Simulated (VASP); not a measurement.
Here is the system:

```yaml
crystal:
  lattice:
    - [3.51450, 0.00000, 0.00000]
    - [0.00000, 4.97025, 0.00000]
    - [0.00000, 0.00000, 16.27550]
  atoms:
    - { symbol: Fe, position: [0.00000, 0.45816, 0.38433], spin: 4.0 }
    - { symbol: Fe, position: [0.00000, 0.95816, 0.53856], spin: 4.0 }
    - { symbol: Fe, position: [0.00000, 0.45816, 0.69279], spin: 4.0 }
    - { symbol: Ni, position: [0.50000, 0.20816, 0.30721], spin: 2.0 }
    - { symbol: Ni, position: [0.50000, 0.70816, 0.30721], spin: 2.0 }
    - { symbol: Ni, position: [0.00000, 0.95816, 0.38433], spin: 2.0 }
    - { symbol: Ni, position: [0.50000, 0.70816, 0.46144], spin: 2.0 }
    - { symbol: Ni, position: [0.50000, 0.20816, 0.46144], spin: 2.0 }
    - { symbol: Ni, position: [0.00000, 0.45816, 0.53856], spin: 2.0 }
    - { symbol: Ni, position: [0.50000, 0.20816, 0.61567], spin: 2.0 }
    - { symbol: Ni, position: [0.50000, 0.70816, 0.61567], spin: 2.0 }
    - { symbol: Ni, position: [0.00000, 0.95816, 0.69279], spin: 2.0 }
```

These are PBE GGA, VASP's PBE PAW potentials (set 64) (plane waves; VASP) values and carry that method's errors. Numerical set-up: 300 eV cut-off, 5×3×1 Γ-centred mesh, Gaussian smearing of 0.050 eV, potentials Fe Ni.

The cell holds a wide vacuum, so values per volume refer to the whole cell.

Problem. Predict the cell moment, energy per atom (σ→0), largest force, band gap (on the k-mesh) with the smallest direct gap where there is one.

Solution. 
| Property | Result |
|---|---|
| band gap (on the k-mesh) | none (metal, semimetal or under 0.01 eV) |
| cell moment | 14.60 μB |
| energy per atom (σ→0) | -5825 meV/atom |
| largest force | 0.694 eV/Å |

Problem. Give the moment on each site (PAW-sphere projection).

Solution. 
```csv
site,moment (μB)
Fe1,2.85
Fe2,2.86
Fe3,3.13
Ni4,0.75
Ni5,0.75
Ni6,0.59
Ni7,0.60
Ni8,0.60
Ni9,0.62
Ni10,0.61
Ni11,0.61
Ni12,0.69
```

Total energies compare only between runs with the same potentials, cut-off and functional.

The cell is a sheet with vacuum, built from a generated structure.
